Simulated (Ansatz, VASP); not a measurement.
# Hf (Hafnium) in two plane-wave programs, part 2 of 2

Wanted: the spread between two codes on one cell, functional and k mesh. The cell is taken from a series of runs on this material, whose earlier steps may have relaxed, scaled, displaced or heated it; both programs get it as it stands.

VASP 6.6.1 and Ansatz 0.2.0.

So far: Starting point; VASP: zone-centre phonons, PBEsol.

**3. Ansatz: zone-centre phonons, PBEsol**

Level of this step: Ansatz beside VASP: Kohn-Sham DFT, plane waves, PBEsol (Ansatz).

Ansatz runs on its PAW soft_1 files.

The same cell, functional, mesh and smearing now go to Ansatz, which takes its cutoff from its data sets.

Input file input.yaml:

```yaml
crystal:
  lattice:
    - [3.2242191186, 0.0, 0.0]
    - [-1.6121095593, 2.792255664, 0.0]
    - [0.0, 0.0, 5.0876293496]
  atoms:
    - { symbol: Hf, position: [0.3333333333, 0.6666666667, 0.25] }
    - { symbol: Hf, position: [0.6666666667, 0.3333333333, 0.75] }
kpoints:
  mp_grid: { grid: [15, 15, 8] }
hamiltonian:
  xc: pbesol
  pseudopotentials: { kind: paw, azcp: { folder: soft_1 }, xc_functional: pbe }
scf:
  occupations: { method: methfessel_paxton, width: 0.2 }
output:
  eigenvalues: true
phonons:
  method: dfpt
```

Command:

```sh
ansatz run input.yaml --threads 4 --pin off --max-ram 10240MiB --backend cpu --events-out ev --progress --plain --runs-dir out
```

Numbers of over 12 decimals in the logs are rounded to 6 here.

The log of the run:

```text
zone centre: on kpoints.mp_grid the ground state, and the responses unless they are solved on pairs of k-points, stand on 320 of the mesh's 1800 k-points, reduced under 4 symmetry operations, with k and −k counted as one. Each operation leaves every solved displacement unchanged or reverses it
Engine: ansatz 0.2.0, x86_64-unknown-linux-gnu
Pseudopotentials: kind: paw
Pseudopotential: Hf, paw, valence charge 26, recommended cutoff 420 eV (normal), soft_1/Hf.paw.azcp
Functional definition: PBEsol
  exchange = pbesol_x
  correlation = pbesol_c
Crystal: 2 atoms, lattice volume = 45.803 Å³
Basis set: ecut = 420 eV, 929 PW (Γ), exchange–correlation on 48×48×72 points (8 copies of the dense FFT grid, shifted against one another)
Bands: 32, of which v1, the nominal top of the filled ones, is band 26 counted from 1 (25 counted from 0)
Symmetry: 24 space group operations
k-points: 320 of 1800 (irreducible under 4 space group operations, time reversal used)
Non-local potential: Hf, projectors of the file, l = 0: 3, l = 1: 2, l = 2: 2, l = 3: 3
PAW form: soft (Blöchl's): semilocal exchange-correlation on the pseudo side does not see the compensation charge
PAW frozen core: Hf, regenerated for the run's functional, and the local potential with it (the file was generated under x = pbe(κ = 0.804, μ = 0.219515), c = pbe(β = 0.066725))
PAW one-centre angular grid: Hf, 590 points (default); XC on 64 Gauss nodes
Initial density: superposition of atomic densities (chi_scale 0.1, normalization cell)
Initial wavefunctions: pseudopotential atomic-orbital guess
Functional: x = pbesol(κ = 0.804, μ = 0.123457), c = pbesol(β = 0.046)
SCF iter   1: F=—  HF=-31197.819345 eV  |F-HF|=—  |Δ(HF+E_count)|=         —  Δρ=3.57e-2  dr2=7.27e-1  ethr=3.10e-3  ⟨swp⟩=4.9  Hψ=34382  notcnv=0
preconditioner: auto → Kerker (q_TF=auto, 2.787 Å⁻¹)  [metal: Δε(μ)=0.026 eV  Ē_g=16.860 eV  σ=0.200 eV  W_gap=0.11  n_scr=22 (ndim 8)  ℏωp=38.0 eV  f_vac=0.000  D(μ)=1.37/eV (n_scr^D=8)]
SCF iter   2: F=—  HF=-31197.663685 eV  |F-HF|=—  |Δ(HF+E_count)|=   1.56e-1  S|Δr|=    0.00e0  Δρ=2.28e-2  dr2=2.93e-1  ethr=1.40e-3  ⟨swp⟩=3.0  Hψ=19666  notcnv=0  defer=113
SCF iter   3: F=—  HF=-31197.600564 eV  |F-HF|=—  |Δ(HF+E_count)|=   6.31e-2  S|Δr|=    0.00e0  Δρ=8.84e-3  dr2=4.37e-2  ethr=5.63e-4  ⟨swp⟩=2.0  Hψ=16076  notcnv=0  defer=113
SCF iter   4: F=—  HF=-31197.552115 eV  |F-HF|=—  |Δ(HF+E_count)|=   4.84e-2  S|Δr|=    0.00e0  Δρ=3.14e-3  dr2=2.27e-3  ethr=8.40e-5  ⟨swp⟩=2.0  Hψ=18561  notcnv=0  defer=113
SCF iter   5: F=—  HF=-31197.553462 eV  |F-HF|=—  |Δ(HF+E_count)|=   1.35e-3  S|Δr|=    0.00e0  Δρ=8.62e-4  dr2=3.54e-4  ethr=4.36e-6  ⟨swp⟩=2.2  Hψ=18410  notcnv=0  defer=109
SCF iter   6: F=—  HF=-31197.553732 eV  |F-HF|=—  |Δ(HF+E_count)|=   2.70e-4  S|Δr|=    0.00e0  Δρ=1.66e-4  dr2=1.04e-5  ethr=6.81e-7  ⟨swp⟩=2.1  Hψ=18534  notcnv=0  defer=109
SCF iter   7: F=—  HF=-31197.553750 eV  |F-HF|=—  |Δ(HF+E_count)|=   1.73e-5  S|Δr|=    0.00e0  Δρ=3.74e-5  dr2=6.46e-7  ethr=2.00e-8  ⟨swp⟩=2.5  Hψ=19093  notcnv=0  defer=109
SCF iter   8: F=—  HF=-31197.553751 eV  |F-HF|=—  |Δ(HF+E_count)|=   1.11e-6  S|Δr|=    0.00e0  Δρ=7.30e-6  dr2=2.60e-8  ethr=1.24e-9  ⟨swp⟩=2.6  Hψ=16589  notcnv=0  defer=121
SCF iter   9: F=—  HF=-31197.553751 eV  |F-HF|=—  |Δ(HF+E_count)|=   3.34e-9  S|Δr|=    0.00e0  Δρ=1.43e-6  dr2=7.91e-10  ethr=4.99e-11  ⟨swp⟩=2.6  Hψ=18733  notcnv=0  defer=121
SCF iter  10: F=—  HF=-31197.553751 eV  |F-HF|=—  |Δ(HF+E_count)|=  2.91e-11  S|Δr|=    0.00e0  Δρ=2.55e-7  dr2=2.82e-11  ethr=1.52e-12  ⟨swp⟩=2.7  Hψ=18921  notcnv=0  defer=121
SCF iter  11: F=-31197.553751 eV  HF=-31197.553751 eV  |F-HF|=1.46e-11  |Δ(HF+E_count)|=  1.46e-11  S|Δr|=    0.00e0  Δρ=7.83e-8  dr2=1.48e-12  ethr=1.00e-12  ⟨swp⟩=11.2  Hψ=65656  notcnv=0
SCF 1 converged in 11 iterations: F = -31197.553751 eV  dr2 = 1.48e-12
  greatest PAW one-centre occupation: 0.998 electrons in one spin orbital (limit 2), on the Hf atom at site 1 (counted from 0), in its partial waves of l = 0
DFPT response loops at Γ: preconditioner auto → Kerker (q_TF=auto, 2.787 Å⁻¹) (partly filled bands, converged f_vac=0.000); β = 1.00, the filter's whole step (`scf.mixing.beta` (0.50) is not read by the response loops under this deck's `scf.mixing.preconditioner`; to damp them name `kerker` or `kerker_dos`, under which they read `scf.mixing.beta`, and type it under 1.00, their step now; both keys bind the ground state too); Broyden in place of MSR1
SCF converged after 11 iterations
Stability not checked: this state was not tested for a lower state beside it, because cold or Methfessel-Paxton smearing, or corrected tetrahedra, fill the levels in a way that the test cannot read (fill_not_monotonic; see scf.lower_state_search)
Free energy (F): -31197.553751 eV
Harris-Foulkes:  -31197.553751 eV  (|F-HF|=1.46e-11)
Internal energy: -31197.558060 eV  (E = F + TS)
E sigma→0 (E₀):  -31197.554828 eV
Entropy (-TS):   0.004309 eV (2.155 meV/atom)
Fermi energy:    17.550161 eV
--- Per-component energies (eV) ---
  E_band       = -52.248378
  E_kinetic    = 816.053325
  E_local      = -12768.076371  (includes V_loc(G=0)·N_el)
  E_nonlocal   = 129.340357
  E_hartree    = 6199.328488
  E_xc         = -528.093320
  E_vxc        = -507.680238  (∫ρ·V_xc dr)
  E_paw        = -15150.395954  (= ΣΔE_a)
  E_vpaw       = -120.542595  (= ΣTr[D̂ρ^β])
  E_aug_tail   = 0.000178  (compensation charges beyond the density's cutoff)
  E_ewald      = -9898.216875
  E_core_change = 2.502112  (= ΣΔE_core)
  E_smearing   = 0.004309  (= −TS)
  E_closure    = 0.000000  (closes the sum)
  Σ components = -31197.553751   (vs F -31197.553751, Δ=0.00e0)
--- Band table (eV; the first three rows and the last of 320) ---
  k-point 0: bands = [... 22 lower, 10.2260, 13.8907, 18.1406, 18.6805, 18.6805, 18.9795, 19.4820, 19.4820, ... 2 higher]
  k-point 1: bands = [... 22 lower, 10.3670, 13.8099, 17.9452, 18.5968, 18.5968, 18.8566, 19.3644, 19.3644, ... 2 higher]
  k-point 2: bands = [... 22 lower, 10.7755, 13.5121, 17.6074, 18.4776, 18.4776, 18.5265, 19.0889, 19.0889, ... 2 higher]
  k-point 319: bands = [... 22 lower, 14.6626, 14.6626, 16.7823, 16.7823, 17.5150, 17.5150, 19.7008, 19.7008, ... 2 higher]
--- Phonons (Γ-DFPT): 2 representative perturbations + reference, on 320 of 1800 k-points (Σ response iterations 6) ---
  k mesh reduced under 4 symmetry operations, with k and −k counted as one. Each operation leaves every solved displacement unchanged or reverses it
  ASR residual: 4.243e-5 → 0.000e0 eV/Å²; symmetrization residual: 3.865e-12 eV/Å²
  ASR residual per site (eV/Å²): 4.24e-5 4.24e-5
  Γ frequencies (cm⁻¹): 0.00 0.00 0.00 79.46 79.46 82.50
  non-analytic LO–TO correction: not included (Born effective charges unavailable; polar crystals: no LO–TO splitting at Γ)
```

**4. Differences**

Known differences besides the potentials themselves: the data sets hold 52 valence electrons in Ansatz (on its PAW soft_1 files) and 20 in VASP; the cutoff is 420 eV in Ansatz and 500 eV in VASP; Ansatz makes its cores anew for this functional, VASP keeps those of its PBE data sets. Total energies have different zeros and are not compared.

The two programs side by side:

```csv
quantity,Ansatz,VASP,difference
optical mode 1 to 2 (cm⁻¹),79.5,79.9,-0.54 %
optical mode 3 (cm⁻¹),82.5,80.3,+2.72 %
```

Modes are paired by rising frequency, not by their patterns, so a pair may set unlike modes beside each other; they are those without the splitting of longitudinal modes.

**5. Summary of results**

* r.m.s. difference of the optical zone-centre modes, each program's sorted by frequency (zone-centre phonons, PBEsol): 1.3 cm⁻¹
* difference in optical mode 3 (zone-centre phonons, PBEsol): +2.7 %

The r.m.s. difference of the optical zone-centre modes, each program's sorted by frequency is 1.3 cm⁻¹ (zone-centre phonons, PBEsol). The data sets hold unlike numbers of valence electrons (52 in Ansatz and 20 in VASP), so part of the differences comes from the potentials. Among the rows given in per cent, the largest difference of the zone-centre phonons, PBEsol pair is in optical mode 3, +2.7 %. Such differences can come from data sets, numerical settings and the points named under the comparisons, not from the functional's error against experiment.

[Lines on the potential files, build, host, timing and source positions are cut from VASP's logs without a mark.]

[Logs are printed without paths, hosts, clocks, repeated set-up lines and the standing remarks that a program may print on its own settings, such as how far it seeks lower states.]

[Hosts, paths, dates, database ids (printed as entryN), source tags and the programs' standing remarks are cut or masked in the printed files.]
